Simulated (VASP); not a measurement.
Input:

```
PbF2
1.0
    0.00000     2.91857     2.91857
    2.91857     0.00000     2.91857
    2.91857     2.91857     0.00000
Pb F
1 2
Direct
  0.00000   0.00000   0.00000
  0.25000   0.25000   0.25000
  0.75000   0.75000   0.75000
```

The numbers are results of r2SCAN+rVV10, VASP's PBE PAW potentials (set 64) (plane waves; VASP), not measurements. Run with 520 eV cut-off, 7×7×7 Γ-centred mesh, Gaussian smearing of 0.050 eV, potentials Pb_d F.

Problem. The job: PbF2 (fluorite), 3 atoms, r2SCAN+rVV10, static run, 520 eV, 7×7×7 Γ-centred mesh. Roughly how much core time does it take on a busy server core?

Solution. About 90 core-seconds (one run on a shared machine, a rough figure). It had 20 irreducible k-points, 18 bands, up to 1363 plane waves and 22 electronic steps.

The compound is PbF2 in the fluorite structure, the β form. This cell is one point of a volume scan, at 0.97 of the reference volume.
